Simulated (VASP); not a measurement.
Computed with PBEsol GGA, VASP's PBE PAW potentials (set 64) (plane waves; VASP).

The input files of a VASP run:

INCAR:
```
SYSTEM = ZnO(100) slab
PREC = Normal
ENCUT = 450
EDIFF = 1E-5
NELM = 100
ALGO = Normal
LREAL = .FALSE.
LASPH = .TRUE.
ISMEAR = 0
SIGMA = 0.05
GGA = PS
LMAXMIX = 4
LWAVE = .TRUE.
LCHARG = .FALSE.
NELMIN = 4
LDIPOL = .TRUE.
IDIPOL = 3
DIPOL = 0.5 0.5 0.5
IBRION = 2
ISIF = 2
NSW = 50
EDIFFG = -0.03
```

### KPOINTS
```
Automatic mesh
0
Gamma
4 6 1
0 0 0
```

POSCAR:
```
ZnO(100) slab
1.0
  5.2238605407   0.0000000000   0.0000000000
  0.0000000000   3.2381934450   0.0000000000
  0.0000000000   0.0000000000  26.1629400986
Zn O
8 8
direct
  0.0000000000   0.0000000000   0.6786470000
  0.5000000000   0.5000000000   0.6429180000
  0.0000000000   0.5000000000   0.5714590000
  0.5000000000   0.0000000000   0.5357290000
  0.0000000000   0.0000000000   0.4642710000
  0.5000000000   0.5000000000   0.4285410000
  0.0000000000   0.5000000000   0.3570820000
  0.5000000000   0.0000000000   0.3213530000
  0.3820000000   0.0000000000   0.6786470000
  0.8820000000   0.5000000000   0.6429180000
  0.3820000000   0.5000000000   0.5714590000
  0.8820000000   0.0000000000   0.5357290000
  0.3820000000   0.0000000000   0.4642710000
  0.8820000000   0.5000000000   0.4285410000
  0.3820000000   0.5000000000   0.3570820000
  0.8820000000   0.0000000000   0.3213530000
```

POTCAR, in this order: Zn O (PBE.64 set). Program: vasp_std.

The resulting files:

**OUTCAR**
```
 ion  position               nearest neighbor table
   1  0.000  0.000  0.679-  10 1.97  10 1.97   9 2.00
   2  0.500  0.500  0.643-   9 1.97   9 1.97  11 1.97  10 2.00
   3  0.000  0.500  0.571-  10 1.97  12 1.97  12 1.97  11 2.00
   4  0.500  0.000  0.536-  13 1.97  11 1.97  11 1.97  12 2.00
   5  0.000  0.000  0.464-  12 1.97  14 1.97  14 1.97  13 2.00
   6  0.500  0.500  0.429-  15 1.97  13 1.97  13 1.97  14 2.00
   7  0.000  0.500  0.357-  16 1.97  16 1.97  14 1.97  15 2.00
   8  0.500  0.000  0.321-  15 1.97  15 1.97  16 2.00
   9  0.382  0.000  0.679-   2 1.97   2 1.97   1 2.00
  10  0.882  0.500  0.643-   1 1.97   1 1.97   3 1.97   2 2.00
  11  0.382  0.500  0.571-   2 1.97   4 1.97   4 1.97   3 2.00
  12  0.882  0.000  0.536-   5 1.97   3 1.97   3 1.97   4 2.00
  13  0.382  0.000  0.464-   4 1.97   6 1.97   6 1.97   5 2.00
  14  0.882  0.500  0.429-   7 1.97   5 1.97   5 1.97   6 2.00
  15  0.382  0.500  0.357-   8 1.97   8 1.97   6 1.97   7 2.00
  16  0.882  0.000  0.321-   7 1.97   7 1.97   8 2.00
  LATTYP: Found a simple orthorhombic cell.
 ALAT       =     3.2381934450
 B/A-ratio  =     1.6132021232
 C/A-ratio  =     8.0794864615
 Subroutine PRICEL returns:
 Original cell was already a primitive cell.
 Subroutine GETGRP returns: Found  4 space group operations
The static configuration has the point symmetry C_1h.
...
```

**OSZICAR**
```
...
DAV:   1    -0.754873962508E+02    0.14532E-01   -0.14283E+01  2072   0.149E+01    0.652E-01
DAV:   2    -0.755182476981E+02   -0.30851E-01   -0.33037E-01  2228   0.271E+00    0.379E-01
DAV:   3    -0.755178940719E+02    0.35363E-03   -0.80174E-03  2456   0.898E-01    0.279E-01
DAV:   4    -0.755173916434E+02    0.50243E-03   -0.13519E-03  2714   0.759E-01    0.144E-01
DAV:   5    -0.755172775922E+02    0.11405E-03   -0.13298E-03  2324   0.207E-01    0.456E-02
DAV:   6    -0.755173046818E+02   -0.27090E-04   -0.52981E-04  2672   0.278E-01    0.276E-02
DAV:   7    -0.755173135275E+02   -0.88457E-05   -0.40869E-05  2030   0.684E-02
   8 F= -.75517314E+02 E0= -.75517314E+02  d E =-.153761E-01
       N       E                     dE             d eps       ncg     rms          rms(c)
DAV:   1    -0.755156590537E+02    0.16456E-02   -0.11987E+00  2084   0.431E+00    0.194E-01
DAV:   2    -0.755182830162E+02   -0.26240E-02   -0.28173E-02  2222   0.793E-01    0.109E-01
DAV:   3    -0.755182650023E+02    0.18014E-04   -0.71488E-04  2492   0.269E-01    0.815E-02
DAV:   4    -0.755182316534E+02    0.33349E-04   -0.99839E-05  2596   0.220E-01    0.435E-02
DAV:   5    -0.755182360438E+02   -0.43904E-05   -0.11678E-04  2224   0.616E-02    0.150E-02
DAV:   6    -0.755182463452E+02   -0.10301E-04   -0.53877E-05  2350   0.102E-01    0.807E-03
DAV:   7    -0.755182537168E+02   -0.73715E-05   -0.47069E-06  1404   0.164E-02
   9 F= -.75518254E+02 E0= -.75518254E+02  d E =-.163163E-01
       N       E                     dE             d eps       ncg     rms          rms(c)
DAV:   1    -0.755044929302E+02    0.13753E-01   -0.13842E+01  2064   0.149E+01    0.577E-01
DAV:   2    -0.755332025422E+02   -0.28710E-01   -0.30613E-01  2260   0.235E+00    0.316E-01
DAV:   3    -0.755326904279E+02    0.51211E-03   -0.49701E-03  2502   0.695E-01    0.233E-01
DAV:   4    -0.755322434451E+02    0.44698E-03   -0.10906E-03  2712   0.609E-01    0.119E-01
DAV:   5    -0.755322214639E+02    0.21981E-04   -0.13110E-03  2420   0.202E-01    0.407E-02
DAV:   6    -0.755322322795E+02   -0.10816E-04   -0.48405E-04  2480   0.245E-01    0.295E-02
DAV:   7    -0.755322354824E+02   -0.32028E-05   -0.40953E-05  2080   0.759E-02
  10 F= -.75532235E+02 E0= -.75532235E+02  d E =-.139818E-01
       N       E                     dE             d eps       ncg     rms          rms(c)
DAV:   1    -0.755144693332E+02    0.17763E-01   -0.11494E+01  2064   0.136E+01    0.533E-01
DAV:   2    -0.755383107299E+02   -0.23841E-01   -0.25448E-01  2232   0.216E+00    0.287E-01
DAV:   3    -0.755379041383E+02    0.40659E-03   -0.42328E-03  2494   0.648E-01    0.212E-01
DAV:   4    -0.755375458001E+02    0.35834E-03   -0.89228E-04  2698   0.555E-01    0.109E-01
DAV:   5    -0.755375240232E+02    0.21777E-04   -0.10770E-03  2444   0.186E-01    0.376E-02
DAV:   6    -0.755375341190E+02   -0.10096E-04   -0.42395E-04  2510   0.237E-01    0.273E-02
DAV:   7    -0.755375369451E+02   -0.28261E-05   -0.36312E-05  2018   0.689E-02
  11 F= -.75537537E+02 E0= -.75537537E+02  d E =-.192832E-01
       N       E                     dE             d eps       ncg     rms          rms(c)
DAV:   1    -0.755330048699E+02    0.45292E-02   -0.12054E+01  2104   0.140E+01    0.477E-01
DAV:   2    -0.755496990015E+02   -0.16694E-01   -0.17870E-01  2308   0.200E+00    0.304E-01
DAV:   3    -0.755493761657E+02    0.32284E-03   -0.36447E-03  2472   0.604E-01    0.236E-01
DAV:   4    -0.755490536858E+02    0.32248E-03   -0.89516E-04  2852   0.625E-01    0.996E-02
DAV:   5    -0.755490568455E+02   -0.31597E-05   -0.84594E-04  2390   0.185E-01    0.419E-02
DAV:   6    -0.755490527853E+02    0.40602E-05   -0.26343E-04  2638   0.169E-01    0.239E-02
DAV:   7    -0.755490545995E+02   -0.18142E-05   -0.49417E-05  2222   0.588E-02
  12 F= -.75549055E+02 E0= -.75549055E+02  d E =-.115177E-01
       N       E                     dE             d eps       ncg     rms          rms(c)
DAV:   1    -0.755416350092E+02    0.74178E-02   -0.78031E+00  2104   0.112E+01    0.381E-01
DAV:   2    -0.755524305404E+02   -0.10796E-01   -0.11557E-01  2316   0.163E+00    0.240E-01
DAV:   3    -0.755522406604E+02    0.18988E-03   -0.24838E-03  2480   0.498E-01    0.189E-01
DAV:   4    -0.755520398919E+02    0.20077E-03   -0.53137E-04  2808   0.495E-01    0.844E-02
DAV:   5    -0.755520370414E+02    0.28505E-05   -0.53996E-04  2378   0.146E-01    0.355E-02
DAV:   6    -0.755520375412E+02   -0.49971E-06   -0.21348E-04  2660   0.174E-01    0.192E-02
DAV:   7    -0.755520399152E+02   -0.23740E-05   -0.34437E-05  1884   0.546E-02
  13 F= -.75552040E+02 E0= -.75552040E+02  d E =-.145030E-01
       N       E                     dE             d eps       ncg     rms          rms(c)
DAV:   1    -0.755464797406E+02    0.55578E-02   -0.75683E+00  2104   0.111E+01    0.367E-01
DAV:   2    -0.755568513313E+02   -0.10372E-01   -0.11027E-01  2280   0.151E+00    0.245E-01
DAV:   3    -0.755566398823E+02    0.21145E-03   -0.16447E-03  2556   0.494E-01    0.168E-01
DAV:   4    -0.755564672686E+02    0.17261E-03   -0.57858E-04  2862   0.408E-01    0.696E-02
DAV:   5    -0.755565046840E+02   -0.37415E-04   -0.54187E-04  2464   0.195E-01    0.279E-02
DAV:   6    -0.755564988306E+02    0.58534E-05   -0.80266E-05  2460   0.773E-02
  14 F= -.75556499E+02 E0= -.75556499E+02  d E =-.445892E-02
       N       E                     dE             d eps       ncg     rms          rms(c)
DAV:   1    -0.755558164953E+02    0.68819E-03   -0.76169E-01  2104   0.352E+00    0.119E-01
DAV:   2    -0.755568763922E+02   -0.10599E-02   -0.11242E-02  2278   0.479E-01    0.797E-02
DAV:   3    -0.755568606397E+02    0.15752E-04   -0.15631E-04  2524   0.156E-01    0.526E-02
DAV:   4    -0.755568486082E+02    0.12031E-04   -0.51817E-05  2220   0.114E-01    0.223E-02
DAV:   5    -0.755568532725E+02   -0.46642E-05   -0.48049E-05  2056   0.668E-02
  15 F= -.75556853E+02 E0= -.75556853E+02  d E =-.481336E-02
       N       E                     dE             d eps       ncg     rms          rms(c)
DAV:   1    -0.755549480713E+02    0.19005E-02   -0.31218E+00  2088   0.721E+00    0.244E-01
DAV:   2    -0.755596557018E+02   -0.47076E-02   -0.51086E-02  2320   0.104E+00    0.149E-01
DAV:   3    -0.755595778608E+02    0.77841E-04   -0.94141E-04  2496   0.348E-01    0.942E-02
DAV:   4    -0.755595066321E+02    0.71229E-04   -0.25033E-04  2780   0.291E-01    0.521E-02
DAV:   5    -0.755595066365E+02   -0.44711E-08   -0.21939E-04  2354   0.949E-02    0.176E-02
DAV:   6    -0.755595081422E+02   -0.15057E-05   -0.55570E-05  2184   0.696E-02
  16 F= -.75559508E+02 E0= -.75559508E+02  d E =-.265487E-02
       N       E                     dE             d eps       ncg     rms          rms(c)
DAV:   1    -0.755583816700E+02    0.11250E-02   -0.11403E+00  2088   0.436E+00    0.150E-01
DAV:   2    -0.755601033842E+02   -0.17217E-02   -0.18683E-02  2320   0.622E-01    0.902E-02
DAV:   3    -0.755600779212E+02    0.25463E-04   -0.33141E-04  2490   0.205E-01    0.561E-02
DAV:   4    -0.755600546492E+02    0.23272E-04   -0.85945E-05  2556   0.173E-01    0.308E-02
DAV:   5    -0.755600556973E+02   -0.10481E-05   -0.77310E-05  2258   0.583E-02
  17 F= -.75560056E+02 E0= -.75560056E+02  d E =-.320242E-02
       N       E                     dE             d eps       ncg     rms          rms(c)
DAV:   1    -0.755592191500E+02    0.83550E-03   -0.10185E+00  2104   0.408E+00    0.166E-01
DAV:   2    -0.755608752131E+02   -0.16561E-02   -0.17966E-02  2322   0.753E-01    0.109E-01
DAV:   3    -0.755608758595E+02   -0.64642E-06   -0.63652E-04  2404   0.295E-01    0.850E-02
DAV:   4    -0.755608570868E+02    0.18773E-04   -0.82774E-05  2566   0.171E-01    0.453E-02
DAV:   5    -0.755608565269E+02    0.55994E-06   -0.82432E-05  2266   0.802E-02
  18 F= -.75560857E+02 E0= -.75560857E+02  d E =-.800830E-03
```

**OUTCAR**
```
------------------------ aborting loop because EDIFF is reached ----------------------------------------
  FORCE on cell =-STRESS in cart. coord.  units (eV):
  Direction    XX          YY          ZZ          XY          YZ          ZX
  --------------------------------------------------------------------------------------
  Total        1.4307340      1.8232572     -1.4135343      0.0000000      0.0000000      0.0000000
  in kB        5.1795088      6.6005117     -5.1172429      0.0000000      0.0000000      0.0000000
  external PRESSURE =       2.2209258 kB  Pullay stress =       0.0000000 kB
  volume of cell :      442.57
      direct lattice vectors                 reciprocal lattice vectors
     5.223860541  0.000000000  0.000000000     0.191429306  0.000000000  0.000000000
     0.000000000  3.238193445  0.000000000     0.000000000  0.308814164  0.000000000
     0.000000000  0.000000000 26.162940099     0.000000000  0.000000000  0.038222004
 POSITION                                       TOTAL-FORCE (eV/Angst)
 -----------------------------------------------------------------------------------
      0.17725      0.00000     17.38821         0.001929      0.000000     -0.018564
      2.59373      1.61910     16.94008        -0.000056      0.000000      0.002729
      5.22115      1.61910     14.86746        -0.000935      0.000000      0.011964
      2.58451      0.00000     14.06890        -0.008999      0.000000     -0.002581
      5.19644      0.00000     12.09404        -0.008999      0.000000      0.002581
      2.60922      1.61910     11.29548        -0.000935      0.000000     -0.011964
      5.20566      1.61910      9.22286        -0.000056      0.000000     -0.002729
      2.78918      0.00000      8.77473         0.001929      0.000000      0.018564
      1.98628      0.00000     17.75928         0.023252      0.000000      0.010759
      4.56351      1.61910     16.78901        -0.006270      0.000000      0.003581
      1.96183      1.61910     14.98106        -0.003895      0.000000     -0.006309
      4.56537      0.00000     13.98575        -0.005027      0.000000     -0.008377
      1.95344      0.00000     12.17719        -0.005027      0.000000      0.008377
      4.57376      1.61910     11.18188        -0.003895      0.000000      0.006309
      1.95158      1.61910      9.37393        -0.006270      0.000000     -0.003581
      4.59821      0.00000      8.40366         0.023252      0.000000     -0.010759
 -----------------------------------------------------------------------------------
    total drift:                                0.021659     -0.000000     -0.000364
  FREE ENERGIE OF THE ION-ELECTRON SYSTEM (eV)
  ---------------------------------------------------
  free  energy   TOTEN  =       -75.5608565269 eV

  energy  without entropy=      -75.5608565269  energy(sigma->0) =      -75.56085653

 reached required accuracy - stopping structural energy minimisation
```
(Selected blocks of OUTCAR.)

CONTCAR:
```
ZnO(100) slab
   1.00000000000000
     5.2238605406999996    0.0000000000000000    0.0000000000000000
     0.0000000000000000    3.2381934449999998    0.0000000000000000
     0.0000000000000000    0.0000000000000000   26.1629400986000000
  Zn              O
     8     8
Direct
     0.0339316421224894    0.0000000000000000    0.6646121217909419
     0.4965160970667128    0.5000000000000000    0.6474839327250792
     0.9994814899083682    0.5000000000000000    0.5682642697933028
     0.4947518146486565    0.0000000000000000    0.5377416020882279
     0.9947518146486566    0.0000000000000000    0.4622583979117718
     0.4994814899083682    0.5000000000000000    0.4317357302066972
     0.9965160970667130    0.5000000000000000    0.3525160672749207
     0.5339316421224896    0.0000000000000000    0.3353878782090579
     0.3802314576199364    0.0000000000000000    0.6787952617863663
     0.8735904340313959    0.5000000000000000    0.6417094777200564
     0.3755516348354206    0.5000000000000000    0.5726059499068766
     0.8739454297670114    0.0000000000000000    0.5345635434392246
     0.3739454297670115    0.0000000000000000    0.4654364565607754
     0.8755516348354208    0.5000000000000000    0.4273940500931236
     0.3735904340313957    0.5000000000000000    0.3582905222799436
     0.8802314576199366    0.0000000000000000    0.3212047382136339
```

At this cut-off the stress carries a Pulay error, which pulls relaxed volumes low.

The cell is a thin slab with vacuum, built from ZnO (wurtzite): (100) face.
